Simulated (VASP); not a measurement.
OSZICAR of a VASP run on Zn (hcp):

OSZICAR:
```
       N       E                     dE             d eps       ncg     rms          rms(c)
DAV:   1     0.963187442047E+02    0.96319E+02   -0.12911E+04  4896   0.238E+03
DAV:   2     0.250007316686E+00   -0.96069E+02   -0.94786E+02  4960   0.303E+02
DAV:   3    -0.241450469170E+01   -0.26645E+01   -0.26609E+01  5984   0.619E+01
DAV:   4    -0.242212100759E+01   -0.76163E-02   -0.76160E-02  5736   0.334E+00
DAV:   5    -0.242213252020E+01   -0.11513E-04   -0.11513E-04  5896   0.107E-01    0.407E+00
DAV:   6    -0.222502168784E+01    0.19711E+00   -0.97409E-01  4920   0.220E+01    0.308E+00
DAV:   7    -0.221608439892E+01    0.89373E-02   -0.29718E-02  6104   0.321E+00    0.158E+00
DAV:   8    -0.221167413849E+01    0.44103E-02   -0.17171E-03  6432   0.695E-01    0.454E-02
DAV:   9    -0.221167711185E+01   -0.29734E-05   -0.22968E-04  6856   0.232E-01    0.333E-02
DAV:  10    -0.221167993850E+01   -0.28267E-05   -0.23354E-05  5256   0.652E-02    0.301E-03
DAV:  11    -0.221167974809E+01    0.19041E-06   -0.14519E-07  5104   0.579E-03    0.172E-03
DAV:  12    -0.221167938589E+01    0.36220E-06   -0.34433E-08  3024   0.363E-03    0.750E-05
DAV:  13    -0.221167939348E+01   -0.75870E-08   -0.98554E-09  2880   0.110E-03
   1 F= -.29022797E+01 E0= -.29022148E+01  d E =-.290228E+01
       N       E                     dE             d eps       ncg     rms          rms(c)
DAV:   1    -0.226866009776E+01   -0.56981E-01   -0.11072E+00  5488   0.101E+01    0.144E+00
DAV:   2    -0.223618738071E+01    0.32473E-01   -0.32520E-02  5200   0.345E+00    0.869E-01
DAV:   3    -0.221845169743E+01    0.17736E-01   -0.22089E-02  6672   0.274E+00    0.878E-02
DAV:   4    -0.221866837708E+01   -0.21668E-03   -0.26542E-03  5048   0.609E-01    0.578E-02
DAV:   5    -0.221866526966E+01    0.31074E-05   -0.26499E-05  5664   0.104E-01    0.824E-03
DAV:   6    -0.221866344954E+01    0.18201E-05   -0.26279E-06  5976   0.220E-02    0.941E-04
DAV:   7    -0.221866348917E+01   -0.39631E-07   -0.26460E-07  4760   0.648E-03
   2 F= -.29106906E+01 E0= -.29104717E+01  d E =-.841094E-02
       N       E                     dE             d eps       ncg     rms          rms(c)
DAV:   1    -0.268644297707E+01   -0.46778E+00   -0.10002E+01  5648   0.306E+01    0.431E+00
DAV:   2    -0.238125604775E+01    0.30519E+00   -0.33307E-01  5120   0.927E+00    0.259E+00
DAV:   3    -0.221722773772E+01    0.16403E+00   -0.22871E-01  6208   0.713E+00    0.305E-01
DAV:   4    -0.221884180610E+01   -0.16141E-02   -0.20515E-02  5128   0.165E+00    0.211E-01
DAV:   5    -0.221875146486E+01    0.90341E-04   -0.45424E-04  5472   0.237E-01    0.382E-02
DAV:   6    -0.221871245974E+01    0.39005E-04   -0.45973E-05  6224   0.121E-01    0.271E-03
DAV:   7    -0.221871317458E+01   -0.71484E-06   -0.55880E-06  5424   0.280E-02    0.150E-03
DAV:   8    -0.221871333707E+01   -0.16249E-06   -0.92203E-08  3144   0.729E-03    0.504E-04
DAV:   9    -0.221871332349E+01    0.13574E-07   -0.18664E-08  2672   0.302E-03
   3 F= -.29171338E+01 E0= -.29171245E+01  d E =-.148542E-01
       N       E                     dE             d eps       ncg     rms          rms(c)
DAV:   1    -0.230420266990E+01   -0.85489E-01   -0.17246E+00  5608   0.127E+01    0.179E+00
DAV:   2    -0.225286958421E+01    0.51333E-01   -0.46736E-02  5208   0.400E+00    0.108E+00
DAV:   3    -0.222508525768E+01    0.27784E-01   -0.35559E-02  6560   0.335E+00    0.112E-01
DAV:   4    -0.222543691369E+01   -0.35166E-03   -0.45304E-03  5088   0.824E-01    0.738E-02
DAV:   5    -0.222543367699E+01    0.32367E-05   -0.44514E-05  5824   0.144E-01    0.117E-02
DAV:   6    -0.222543242028E+01    0.12567E-05   -0.36499E-06  6760   0.410E-02    0.188E-03
DAV:   7    -0.222543239659E+01    0.23683E-07   -0.68305E-07  5304   0.122E-02
   4 F= -.29207878E+01 E0= -.29208764E+01  d E =-.185081E-01
       N       E                     dE             d eps       ncg     rms          rms(c)
DAV:   1    -0.222570227350E+01   -0.26985E-03   -0.10330E-02  5592   0.979E-01    0.139E-01
DAV:   2    -0.222539784623E+01    0.30443E-03   -0.29215E-04  5192   0.337E-01    0.836E-02
DAV:   3    -0.222522528819E+01    0.17256E-03   -0.21697E-04  6624   0.264E-01    0.868E-03
DAV:   4    -0.222522759188E+01   -0.23037E-05   -0.25837E-05  5056   0.612E-02    0.567E-03
DAV:   5    -0.222522742964E+01    0.16224E-06   -0.24964E-07  5000   0.134E-02    0.850E-04
DAV:   6    -0.222522743519E+01   -0.55502E-08   -0.28636E-08  2536   0.308E-03
   5 F= -.29207993E+01 E0= -.29208765E+01  d E =-.185196E-01
```

### Question
Which electronic solver shows in the log?

### Answer
It is blocked Davidson (ALGO = Normal, or the opening steps of other solvers). The INCAR had ALGO = Normal.

### Question
Can the final energy be trusted as converged?

### Answer
Self-consistency was reached. It stopped with EDIFF = 1E-7, NELM = 100, NSW = 30 and EDIFFG = -0.01 after 5 ionic steps (PBE GGA with D3 dispersion (zero damping), plane waves, VASP's PBE PAW potentials (set 64)).

The compound is Zn in the hcp structure. This cell is one point of a volume scan, at 1.06 of the reference volume. Symmetry was kept, so distortions that lower it aren't found.
